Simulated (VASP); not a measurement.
# CuRu: structure and properties in VASP, part 2 of 4

Wanted: the relaxed cell of CuRu and its properties. The cell is invented: it takes the structure of a Materials Project entry for FeRu (space group 187 there), with some of its atoms replaced by other elements, volume scaled by an estimate. It may not be a known or stable phase.

VASP 6.6.1; r2SCAN; plane waves and PAW (Ru_pv, Cu); invented cell.

Still holding for the runs below: This run has no spin polarisation. Its electron count is odd, so without a moment it is a metal by construction.

So far. Step 2 (Full relaxation (r2SCAN)): It ends with forces that vanish by symmetry and a pressure of 0.05 GPa.

## 3. Density, ELF and potential (r2SCAN)

A single point on the relaxed cell gives a clean self-consistent state, with density, ELF and potential written out.

INCAR

```
SYSTEM = CuRu
PREC = Accurate
ENCUT = 400
EDIFF = 1E-06
NELM = 100
ISMEAR = 0
SIGMA = 0.05
LREAL = .FALSE.
ALGO = Normal
METAGGA = R2SCAN
LASPH = .TRUE.
LORBIT = 11
LWAVE = .FALSE.
LCHARG = .TRUE.
ISIF = 2
LELF = .TRUE.
LVHAR = .TRUE.
```

POSCAR

```
CuRu
1.0
    2.6162774654     -0.0000000114      0.0000000000
   -1.3081382526      2.2657624606      0.0000000000
    0.0000000000      0.0000000000      4.3210088013
Ru Cu
1 1
Direct
    0.6666666700      0.3333333300      0.0000000000
    0.0000000000      0.0000000000      0.5000000000
```

KPOINTS

```
Automatic mesh
0
Gamma
8 8 5
0 0 0
```

PAW data sets: Ru_pv and Cu (PBE family, release 64).

The run is started by

```console
$ mpirun -np 1 vasp_std
```

The log of the run:

```text
[banner, memory and clock lines left out]
running    1 mpi-ranks, on    1 nodes
 distrk:  each k-point on    1 cores,    1 groups
 distr:  one band on    1 cores,    1 groups

 POSCAR found type information on POSCAR RuCu
 POSCAR found :  2 types and       2 ions
 [... a notice as in an earlier step ...]

 LDA part: xc-table for (None), standard interpolation
 POSCAR, INCAR and KPOINTS ok, starting setup
 FFT: planning ... GRIDC
 FFT: planning ... GRID_SOFT
 FFT: planning ... GRID
 WAVECAR not read
 entering main loop
       N       E                     dE             d eps       ncg     rms          rms(c)
DAV:   1     0.118718696084E+03    0.11872E+03   -0.13036E+04  1080   0.196E+03
DAV:   2    -0.402113279153E+02   -0.15893E+03   -0.15677E+03  1008   0.393E+02
DAV:   3    -0.437698776734E+02   -0.35585E+01   -0.35268E+01  1144   0.698E+01
DAV:   4    -0.438480938804E+02   -0.78216E-01   -0.77953E-01  1344   0.807E+00
DAV:   5    -0.438514735987E+02   -0.33797E-02   -0.33794E-02  1288   0.149E+00    0.194E+01
DAV:   6    -0.402376668472E+02    0.36138E+01   -0.91026E+01  1056   0.248E+02    0.134E+01
DAV:   7    -0.356056840427E+02    0.46320E+01   -0.16257E+01  1200   0.916E+01    0.309E+00
DAV:   8    -0.355408009421E+02    0.64883E-01   -0.14244E+00  1320   0.342E+01    0.158E+00
DAV:   9    -0.355414066480E+02   -0.60571E-03   -0.43201E-01  1384   0.187E+01    0.112E+00
DAV:  10    -0.355307634141E+02    0.10643E-01   -0.22060E-01  1200   0.148E+01    0.755E-01
DAV:  11    -0.355237224387E+02    0.70410E-02   -0.59988E-02  1288   0.752E+00    0.164E-01
DAV:  12    -0.355237062405E+02    0.16198E-04   -0.21097E-03  1456   0.756E-01    0.111E-01
DAV:  13    -0.355235856197E+02    0.12062E-03   -0.31475E-04  1472   0.433E-01    0.560E-02
DAV:  14    -0.355235621801E+02    0.23440E-04   -0.36894E-04  1248   0.554E-01    0.230E-02
DAV:  15    -0.355235591039E+02    0.30762E-05   -0.32243E-05  1416   0.107E-01    0.125E-02
DAV:  16    -0.355235578165E+02    0.12874E-05   -0.14779E-06   872   0.313E-02    0.826E-03
DAV:  17    -0.355235572623E+02    0.55425E-06   -0.29152E-06   776   0.461E-02
   1 F= -.35523557E+02 E0= -.35520919E+02  d E =-.527587E-02
```

Wall time 66 s (1 MPI rank of AMD EPYC 7R43, shared host); peak memory 0.1 GiB.

From OUTCAR (step 3):

```text
  LATTYP: Found a hexagonal cell.
 ALAT       =     2.6162774654
 C/A-ratio  =     1.6515865991

The static configuration has the point symmetry D_3h.

 Found     30 irreducible k-points:

   ENCUT  =  400.0 eV  29.40 Ry    5.42 a.u.   4.27  4.27  7.05*2*pi/ulx,y,z

   NELECT =      25.0000    total number of electrons

 E-fermi :  10.0749

 k-point     1 :       0.0000    0.0000    0.0000
  band No.  band energies     occupation
    ...
      9       7.4654      2.00000
     10       7.4655      2.00000
     11       7.9957      2.00000
     12       7.9957      2.00000
     13       9.9060      2.00000
     14      10.8427      0.00000
     15      10.8427      0.00000
     16      17.2565      0.00000

 k-point     2 :       0.1250    0.0000    0.0000
  band No.  band energies     occupation
    ...
      9       7.1540      2.00000
     10       7.3835      2.00000
     11       7.7551      2.00000
     12       8.5102      2.00000
     13       8.5160      2.00000
     14      10.7693      0.00000
     15      12.7489      0.00000
     16      17.3221      0.00000

  Total       -0.0242795     -0.0242795      0.0051723     -0.0000000      0.0000000      0.0000000
  in kB       -1.5186850     -1.5186846      0.3235280     -0.0000003      0.0000000      0.0000000
  external PRESSURE =      -0.9046139 kB  Pullay stress =       0.0000000 kB

  energy-cutoff  :      400.00
  volume of cell :       25.61
      direct lattice vectors                 reciprocal lattice vectors
     2.616277465 -0.000000011  0.000000000     0.382222458  0.220676186  0.000000000
    -1.308138253  2.265762461  0.000000000     0.000000002  0.441352534  0.000000000
     0.000000000  0.000000000  4.321008801     0.000000000  0.000000000  0.231427439

 POSITION                                       TOTAL-FORCE (eV/Angst)
 -----------------------------------------------------------------------------------
      1.30814      0.75525      0.00000        -0.000000      0.000000      0.000000
      0.00000      0.00000      2.16050         0.000000     -0.000000      0.000000
 -----------------------------------------------------------------------------------
    total drift:                               -0.000017      0.000013      0.000000

  FREE ENERGIE OF THE ION-ELECTRON SYSTEM (eV)
  ---------------------------------------------------
  free  energy   TOTEN  =       -35.5235572623 eV

  energy  without entropy=      -35.5182813901  energy(sigma->0) =      -35.52091933

[... 5 parts as in an earlier step ...]

[... 6 further parts left out ...]
```

This step gave:

```yaml
scf_cycles: 17
fermi_energy: 10.07 eV
pressure: -0.09046 GPa
```

Valence electrons inside each PAW sphere by angular momentum. Sphere charges, by row:

```csv
atom,s (e),p (e),d (e),tot (e)
Ru1,0.401,6.265,6.011,12.68
Cu2,0.459,0.442,9.163,10.06
```

Electrostatic potential energy in the ac plane at fractional y = 0.000, with atoms of Cu within 0.2 Å of it. With pseudopotentials it is smooth inside the atoms' cores, unlike the true potential.

Values in eV, 22 rows by 14 columns:
```
  0   0  -1  -8 -18 -27 -33 -35 -33 -27 -18  -8  -1   0
  1   0  -1  -4 -13 -21 -26 -28 -26 -21 -13  -4   0   0
  1   1   0  -1  -5 -12 -17 -18 -17 -12  -5  -1   0   1
  1   1   0   0  -1  -3  -5  -7  -5  -3  -1   0   0   1
  1   0   0   0   0   0   0   0   0   0   0   0   0   0
 -5  -4  -2   0   0   0   0   0   0   0   0   0  -2  -4
-20 -19 -13  -6  -1   0   1   1   1   0  -1  -6 -13 -19
-34 -32 -27 -18  -7   0   0   1   0   0  -7 -18 -27 -32
-45 -43 -36 -27 -16  -3   0   0   0  -3 -16 -27 -36 -43
-45 -45 -43 -33 -21  -7   0   0   0  -7 -21 -33 -43 -45
-45 -45 -45 -35 -23  -8   0  -1   0  -8 -23 -35 -45 -45
-45 -45 -43 -33 -21  -7   0   0   0  -7 -21 -33 -43 -45
-45 -43 -36 -27 -16  -3   0   0   0  -3 -16 -27 -36 -43
-34 -32 -27 -18  -7   0   0   1   0   0  -7 -18 -27 -32
-20 -19 -13  -6  -1   0   1   1   1   0  -1  -6 -13 -19
 -5  -4  -2   0   0   0   0   0   0   0   0   0  -2  -4
  1   0   0   0   0   0   0   0   0   0   0   0   0   0
  1   1   0   0  -1  -3  -5  -7  -5  -3  -1   0   0   1
  1   1   0  -1  -5 -12 -17 -18 -17 -12  -5  -1   0   1
  1   0  -1  -4 -13 -21 -26 -28 -26 -21 -13  -4   0   0
  0   0  -1  -8 -18 -27 -33 -35 -33 -27 -18  -8  -1   0
  0  -1  -2  -9 -20 -29 -35 -37 -35 -29 -20  -9  -2  -1
```
Columns run along a (2.6 Å; values clipped at the 3rd and 97th percentile), rows up along c (4.3 Å). Atoms in or near the plane, at fractional coordinates: Cu at (0.00, 0.50).

ELF in the ac plane at fractional y = 0.000, with atoms of Cu within 0.2 Å of it. It is the smooth field of the valence electrons, not physical close to the nuclei.

Ten even steps from '0' (0.00) to '9' (0.43):
```
76667899987666
77656677766567
77655555555567
87765544455677
56666544456666
44455655565544
44444566654444
12344456544432
00134445444310
00014445444100
10013444443100
00014445444100
00134445444310
12344456544432
44444566654444
44455655565544
56666544456666
87765544455677
77655555555567
77656677766567
76667899987666
66667899987666
```
Columns run along a (2.6 Å), rows up along c (4.3 Å). Atoms in or near the plane, at fractional coordinates: Cu at (0.00, 0.50).

Valence density in the ac plane at fractional y = 0.000, with atoms of Cu within 0.2 Å of it. It is the smooth field of the valence electrons, not physical close to the nuclei.

Ten steps, logarithmic in the rise over the least value, from '_' (0 e/Å³) to '@' (18 e/Å³):
```
......::--====++====--::....
__......::----==----::......
____......::::::::::......__
______..................____
____________________________
......__________________....
--::::..______________..::::
**++==::..__________..::==++
%%%%**==::..______..::==**%%
@@@@%%**--..______..--**%%@@
@@@@%%**--..______..--**%%@@
@@@@%%**--..______..--**%%@@
%%%%**==::..______..::==**%%
**++==::..__________..::==++
--::::..______________..::::
......__________________....
____________________________
______..................____
____......::::::::::......__
__......::----==----::......
......::--====++====--::....
......::--==++++++==--::....
```
Columns run along a (2.6 Å), rows up along c (4.3 Å). Atoms in or near the plane, at fractional coordinates: Cu at (0.00, 0.50).

In this run the pressure is -0.09 GPa, small enough to go on.

## 4. Band structure (r2SCAN)

The mesh alone shows little of the dispersion and can miss band extrema, so KPOINTS_OPT adds a path through the symmetry points after the self-consistent cycle.

INCAR: that of step 3 with these lines changed.

```diff
@@ -13,5 +13,2 @@
 LWAVE = .FALSE.
-LCHARG = .TRUE.
-ISIF = 2
-LELF = .TRUE.
-LVHAR = .TRUE.
+LCHARG = .FALSE.
```

POSCAR is that of step 3.

KPOINTS is that of step 3.

KPOINTS_OPT

```
Line mode
16
Line-mode
Reciprocal
  0.00000000   0.00000000   0.00000000 GAMMA
  0.50000000   0.00000000   0.00000000 M

  0.50000000   0.00000000   0.00000000 M
  0.33333333   0.33333333   0.00000000 K

  0.33333333   0.33333333   0.00000000 K
  0.00000000   0.00000000   0.00000000 GAMMA

  0.00000000   0.00000000   0.00000000 GAMMA
  0.00000000   0.00000000   0.50000000 A

  0.00000000   0.00000000   0.50000000 A
  0.50000000   0.00000000   0.50000000 L

  0.50000000   0.00000000   0.50000000 L
  0.33333333   0.33333333   0.50000000 H

  0.33333333   0.33333333   0.50000000 H
  0.00000000   0.00000000   0.50000000 A

  0.50000000   0.00000000   0.50000000 L
  0.50000000   0.00000000   0.00000000 M

  0.33333333   0.33333333   0.00000000 K
  0.33333333   0.33333333   0.50000000 H
```

The run is started by

```console
$ mpirun -np 1 vasp_std
```

The log of the run:

```text
[... set-up lines as in an earlier step ...]
 entering main loop
       N       E                     dE             d eps       ncg     rms          rms(c)
[... 17 cycles as in an earlier step ...]
   1 F= -.35523557E+02 E0= -.35520919E+02  d E =-.527587E-02
 Start KPOINTS_OPT (optional k-point list driver)
k-point batch [1-30\144]
       N       E                     dE             ncg
DAV:   1     0.254838564652E+04   -0.19898E+05     1064
DAV:   2    -0.221663507661E+04   -0.47650E+04     1016
DAV:   3    -0.232077897446E+04   -0.10414E+03     1104
DAV:   4    -0.232331243831E+04   -0.25335E+01     1352
DAV:   5    -0.232342296671E+04   -0.11053E+00     1344
DAV:   6    -0.232342421053E+04   -0.12438E-02     1360
DAV:   7    -0.232342428803E+04   -0.77492E-04     1136
DAV:   8    -0.232342428922E+04   -0.11960E-05      792
DAV:   9    -0.232342428933E+04   -0.10549E-06      808
[...]
k-point batch [121-144\144]
       N       E                     dE             ncg
DAV:   1     0.827500556002E+04   -0.24011E+05      840
DAV:   2     0.443846859271E+04   -0.38365E+04      840
DAV:   3     0.435458493423E+04   -0.83884E+02      888
DAV:   4     0.435259700420E+04   -0.19879E+01     1088
DAV:   5     0.435249954335E+04   -0.97461E-01     1056
DAV:   6     0.435249733437E+04   -0.22090E-02     1144
DAV:   7     0.435249728628E+04   -0.48087E-04      872
DAV:   8     0.435249728615E+04   -0.13714E-06      608
```

Elapsed: 2.6 min, on 1 MPI rank; peak memory 0.11 GiB.

Parts of OUTCAR (step 4):

```text
The static configuration has the point symmetry D_3h.

 Found     30 irreducible k-points:

   NELECT =      25.0000    total number of electrons

 E-fermi :  10.0749

[... 20 parts as in an earlier step ...]
```

Spin-orbit coupling is off here; it would split degenerate levels.

The electronic bands at the labelled points (eV, zero at the Fermi level; # counts the bands kept):

```csv
point,#7,#8,#9,#10,#11
Γ,-2.61,-2.08,-2.08,-0.17,0.77
0.53 of the way,-2.52,-2.50,-1.49,0.11,0.51
M,-2.42,-1.95,0.33,1.24,2.57
0.47 of the way,-2.60,-1.20,-0.27,0.06,3.21
K,-1.97,-1.31,-0.85,-0.58,4.62
0.47 of the way,-2.47,-2.19,-2.03,0.13,1.24
Γ,-2.61,-2.08,-2.08,-0.17,0.77
0.53 of the way,-2.79,-2.04,-1.81,-1.81,0.75
A,-2.92,-2.92,-1.63,-1.63,0.73
0.47 of the way,-2.70,-2.50,-0.86,-0.21,0.23
L,-1.93,-0.43,0.03,0.90,2.57
0.53 of the way,-1.97,-1.14,-0.58,0.41,2.61
H,-2.20,-1.88,-1.36,0.29,4.34
0.47 of the way,-2.69,-2.28,-0.37,-0.32,0.63
A,-2.92,-2.92,-1.63,-1.63,0.73
jump to L,-1.93,-0.43,0.03,0.90,2.57
0.47 of the way,-1.95,-0.90,-0.07,1.30,2.57
M,-2.42,-1.95,0.33,1.24,2.57
jump to K,-1.97,-1.31,-0.85,-0.58,4.62
0.53 of the way,-2.06,-1.47,-1.33,-0.16,5.16
H,-2.20,-1.88,-1.36,0.29,4.34
```

Of the projections kept (Ru, Cu), the largest for each band there; the rest of the weight can lie on other orbitals:

```csv
point,#7,#8,#9,#10,#11
Γ,Cu 0.96,Ru 0.97,Ru 0.97,Cu 0.56,Ru 0.96
M,Ru 0.57,Cu 1.00,Ru 0.82,Cu 0.69,Ru 1.00
K,Ru 0.63,Cu 0.57,Ru 0.51,Ru 0.55,Cu 0.71
Γ,Cu 0.96,Ru 0.97,Ru 0.97,Cu 0.56,Ru 0.96
A,Cu 0.66,Cu 0.66,Ru 0.64,Ru 0.64,Ru 0.96
L,Cu 0.85,Ru 0.97,Ru 0.77,Cu 0.81,Ru 1.00
```

There is no gap at this level.

## 5. Total and projected DOS (r2SCAN)

Here the states are counted by energy and projected on the atoms. The mesh is finer than in the run before.

INCAR: that of step 4 with these lines changed.

```diff
@@ -5,3 +5,3 @@
 NELM = 100
-ISMEAR = 0
+ISMEAR = -5
 SIGMA = 0.05
@@ -14 +14,2 @@
 LCHARG = .FALSE.
+NEDOS = 2001
```

POSCAR is that of step 4.

KPOINTS

```
Automatic mesh
0
Gamma
12 12 7
0 0 0
```

The run is started by

```console
$ mpirun -np 1 vasp_std
```

The log of the run:

```text
[... set-up lines as in an earlier step ...]
 entering main loop
       N       E                     dE             d eps       ncg     rms          rms(c)
DAV:   1     0.123391914568E+03    0.12339E+03   -0.12851E+04  2688   0.194E+03
DAV:   2    -0.401018724201E+02   -0.16349E+03   -0.16096E+03  2568   0.395E+02
DAV:   3    -0.437809112727E+02   -0.36790E+01   -0.36492E+01  2992   0.707E+01
DAV:   4    -0.438570373532E+02   -0.76126E-01   -0.76692E-01  3384   0.819E+00
DAV:   5    -0.438591660907E+02   -0.21287E-02   -0.21344E-02  3440   0.126E+00    0.191E+01
DAV:   6    -0.398223721629E+02    0.40368E+01   -0.86151E+01  2592   0.241E+02    0.128E+01
DAV:   7    -0.356333884185E+02    0.41890E+01   -0.15329E+01  3088   0.922E+01    0.278E+00
DAV:   8    -0.355994205059E+02    0.33968E-01   -0.12873E+00  3384   0.316E+01    0.151E+00
DAV:   9    -0.356129552865E+02   -0.13535E-01   -0.48304E-01  3480   0.203E+01    0.126E+00
DAV:  10    -0.355848531748E+02    0.28102E-01   -0.16995E-01  3128   0.134E+01    0.325E-01
DAV:  11    -0.355857111237E+02   -0.85795E-03   -0.18096E-02  3552   0.407E+00    0.208E-01
DAV:  12    -0.355849155770E+02    0.79555E-03   -0.32192E-03  3544   0.170E+00    0.451E-02
DAV:  13    -0.355849593976E+02   -0.43821E-04   -0.14400E-04  3792   0.211E-01    0.296E-02
DAV:  14    -0.355849231740E+02    0.36224E-04   -0.10061E-04  3024   0.315E-01    0.136E-02
DAV:  15    -0.355849307865E+02   -0.76125E-05   -0.96524E-06  3264   0.919E-02    0.387E-03
DAV:  16    -0.355849330640E+02   -0.22775E-05   -0.37245E-07  1936   0.134E-02    0.209E-03
DAV:  17    -0.355849342795E+02   -0.12155E-05   -0.24169E-07  1760   0.129E-02    0.396E-04
DAV:  18    -0.355849352885E+02   -0.10090E-05   -0.13303E-07  1632   0.480E-03    0.391E-04
DAV:  19    -0.355849351113E+02    0.17717E-06   -0.39642E-08  1624   0.383E-03
   1 F= -.35584935E+02 E0= -.35584935E+02  d E =0.000000E+00
 -----------------------------------------------------------------------------
|                                                                             |
|           W    W    AA    RRRRR   N    N  II  N    N   GGGG   !!!           |
|           W    W   A  A   R    R  NN   N  II  NN   N  G    G  !!!           |
|           W    W  A    A  R    R  N N  N  II  N N  N  G       !!!           |
|           W WW W  AAAAAA  RRRRR   N  N N  II  N  N N  G  GGG   !            |
|           WW  WW  A    A  R   R   N   NN  II  N   NN  G    G                |
|           W    W  A    A  R    R  N    N  II  N    N   GGGG   !!!           |
|                                                                             |
|     Tetrahedron method does not include variations of the Fermi             |
|     occupations, so forces and stress will be inaccurate. We suggest        |
|     using a different smearing scheme ISMEAR = 1 or 2 for metals in         |
|     relaxations.                                                            |
|                                                                             |
 -----------------------------------------------------------------------------
```

It took 2.5 min on 1 MPI rank; peak memory 0.11 GiB.

From OUTCAR (step 5):

```text
   k-points           NKPTS =     76   k-points in BZ     NKDIM =     76   number of bands    NBANDS=     16

   NELECT =      25.0000    total number of electrons

 E-fermi :   9.9802

 k-point     1 :       0.0000    0.0000    0.0000
  band No.  band energies     occupation
    ...
      9       7.5084      2.00000
     10       7.5085      2.00000
     11       7.9370      2.00000
     12       7.9370      2.00000
     13       9.9043      2.00000
     14      10.8020      0.00000
     15      10.8020      0.00000
     16      17.2408      0.00000

  Total        0.0243119      0.0243119      0.0211124      0.0000000      0.0000000      0.0000000
  in kB        1.5207094      1.5207090      1.3205780      0.0000003      0.0000000      0.0000000
  external PRESSURE =       1.4539988 kB  Pullay stress =       0.0000000 kB

 POSITION                                       TOTAL-FORCE (eV/Angst)
 -----------------------------------------------------------------------------------
      1.30814      0.75525      0.00000         0.000000      0.000000      0.000000
      0.00000      0.00000      2.16050        -0.000000     -0.000000      0.000000
 -----------------------------------------------------------------------------------
    total drift:                               -0.000017      0.000013      0.000000

  FREE ENERGIE OF THE ION-ELECTRON SYSTEM (eV)
  ---------------------------------------------------
  free  energy   TOTEN  =       -35.5849351113 eV

  energy  without entropy=      -35.5849351113  energy(sigma->0) =      -35.58493511

[... 6 parts as in an earlier step ...]

[... 10 further parts left out ...]
```

The DOS at the Fermi level is high for the number of transition-metal atoms. It is one value on this mesh and may be a narrow spike; if it stands, a magnetic instability is possible, which a run without spin can't show. With tetrahedra the forces and stress of a metal are not exact derivatives of the energy.

This step gave:

- SCF cycles: 19
- irreducible k-points: 76
- free energy (TOTEN): -35.58 eV
- Fermi energy: 9.980 eV
- pressure: 0.1454 GPa
- DOS at the Fermi level: 2.697 states/eV/cell

The density of states has structure finer than the step of the table below, so its rows give means over 0.5 eV, whole bins alone (the curve runs from -12.0 to 6.01 eV). Peaks (eV: height): total -3.68: 6.82, -3.21: 7.80, -2.77: 10.1, -2.59: 7.12; Cu d -3.68: 4.37, -3.21: 5.79, -2.77: 7.52, -2.59: 5.22; Ru d -2.77: 1.68, -0.12: 2.57, 0.33: 1.56, 0.68: 2.18; Ru s -5.77: 0.166, -4.92: 0.162, -4.24: 0.0891, -2.27: 0.0442.

States under -12.0 eV and over 6.0 eV are left out. The density of states by energy, zero at the Fermi level; means over each step; values in states/eV/cell:

```csv
energy (eV),total,Cu d,Ru d,Ru s
-9.5,0,0,0,0
-9.0,9.4e-4,0,0,2.3e-4
-8.5,0.0643,5.8e-5,2.9e-4,0.0151
-8.0,0.128,5.2e-4,0.00145,0.0275
-7.5,0.182,0.00175,0.00410,0.0345
-7.0,0.273,0.00527,0.0113,0.0425
-6.5,0.350,0.0116,0.0298,0.0439
-6.0,0.948,0.0920,0.283,0.0860
-5.5,1.93,0.304,0.834,0.121
-5.0,2.50,0.608,1.12,0.132
-4.5,2.47,0.980,0.833,0.0782
-4.0,3.23,1.75,0.852,0.0443
-3.5,3.87,2.53,0.731,0.0174
-3.0,6.12,4.39,1.07,0.0228
-2.5,4.84,3.28,1.04,0.0262
-2.0,3.34,1.98,0.942,0.0318
-1.5,2.21,0.988,0.888,0.0273
-1.0,2.27,0.758,1.14,0.0259
-0.5,1.86,0.459,1.13,0.0202
0.0,2.51,0.450,1.76,0.0199
0.5,1.92,0.231,1.42,0.00854
1.0,1.11,0.107,0.734,0.0106
1.5,0.634,0.0535,0.411,0.0109
2.0,0.751,0.0565,0.459,0.0119
2.5,0.847,0.0533,0.528,0.0111
3.0,0.659,0.0523,0.325,0.0119
3.5,0.562,0.0513,0.221,0.0127
4.0,0.470,0.0461,0.154,0.0129
4.5,0.387,0.0365,0.121,0.0119
5.0,0.393,0.0331,0.123,0.0115
5.5,0.435,0.0349,0.129,0.0125
```

The finer mesh and the other smearing move the Fermi level by -0.09 eV from the 8×8×5 run, one measure of the sampling error in the zero of the bands above. Of the states within 0.3 eV of the Fermi level, the largest shares in the PAW spheres are Ru d 70 % and Cu d 18 %. The rest lies in smaller channels or between the spheres.

(Continued in part 3 of 4.)

[Lines on the potential files, build, host, timing and source positions are cut from VASP's logs without a mark.]

[Logs are printed without paths, hosts, clocks, repeated set-up lines and the standing remarks that a program may print on its own settings, such as how far it seeks lower states.]

[Hosts, paths, dates, database ids (printed as entryN), source tags and the programs' standing remarks are cut or masked in the printed files.]

[A measured line is paired with the nearest computed mode of its activity, which favours agreement.]
